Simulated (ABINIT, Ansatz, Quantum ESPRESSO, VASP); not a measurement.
Rb₂MnF₅ (P4/mmm, 8 atoms in the cell) computed with different codes at matched settings

Self-consistent single point.

```
Rb2MnF5
1.0
    5.98546     0.00000     0.00000
    0.00000     5.98546     0.00000
    0.00000     0.00000     4.16372
Rb Mn F
2 1 5
Direct
  0.00000   0.50000   0.50000
  0.50000   0.00000   0.50000
  0.00000   0.00000   0.00000
  0.00000   0.00000   0.50000
  0.77948   0.77948   0.00000
  0.22052   0.22052   0.00000
  0.22052   0.77948   0.00000
  0.77948   0.22052   0.00000
```
Moments meant for the start (each program seeds them in its own way; μB, in the order of the atoms Rb Rb Mn F F F F F): 0.0 0.0 4.0 0.0 0.0 0.0 0.0 0.0.

Shared settings, as Ansatz (a program for electronic structure) writes them: kpoints.mp_grid.grid = 1 1 2; scf.occupations.method = fermi_dirac; scf.occupations.width = 0.0037 Ry. Potentials and cutoffs stand in the table.

```json
[
 {"code": "VASP", "model": "PBEsol, VASP's PBE PAW potentials (set 64)", "pressure (GPa)": "-4.84", "largest force (eV/Å)": "0.082", "size of the net moment (μB/atom)": "0.50", "cutoff": "400 eV"},
 {"code": "Ansatz", "model": "PBEsol, PAW files made with PBE", "pressure (GPa)": "0.67", "largest force (eV/Å)": "0.149", "size of the net moment (μB/atom)": "0.50", "cutoff": "default"},
 {"code": "ABINIT", "model": "PBEsol, PAW (JTH v2.0 PBE PAW, files made for PBE)", "pressure (GPa)": "0.83", "largest force (eV/Å)": "0.086", "size of the net moment (μB/atom)": "0.50", "cutoff": "30 Ha"},
 {"code": "Quantum ESPRESSO", "model": "PBEsol, GBRV 1.5 ultrasoft (PBESOL) pseudopotentials", "pressure (GPa)": "0.92", "largest force (eV/Å)": "0.136", "size of the net moment (μB/atom)": "0.50", "cutoff": "50 Ry"}
]
```

On Ansatz's run: with one magnetic atom in the cell only a parallel order is possible.

The spread over the programs that give each value: pressure within 5.76 GPa; largest force within 0.067 eV/Å; size of the net moment within 0.00 μB/atom.

Ansatz's pressure is given at a fixed set of plane waves, as the other plane-wave codes print theirs; with its correction for the finite basis it is 0.97 GPa (the shift of 0.30 GPa shows how far the cutoff is from converged). In the pressure, VASP (by 5.59) lies more than 1 GPa from the median of the plane-wave programs.

On the base mesh (3 3 4) the same programs gave: ABINIT pressure -0.36 GPa; Ansatz pressure -0.51 GPa; Quantum ESPRESSO pressure -0.27 GPa; VASP pressure -6.30 GPa.

The values differ from the base mesh's, so the mesh still matters here: the table compares the programs at equal settings.

VASP's run is marked for a possible Pulay error in its stress at this cutoff; no cutoff test was made.

The starting cell comes from a database of computed structures (which also holds hypothetical and non-ambient phases and stackings), without a prior relaxation at this level.

Left out of this page: CP2K (unsound by tests on forces, stress, charge or solver warnings); SIESTA (not drawn, or without a comparable value).

Keys are those of Ansatz 0.2.
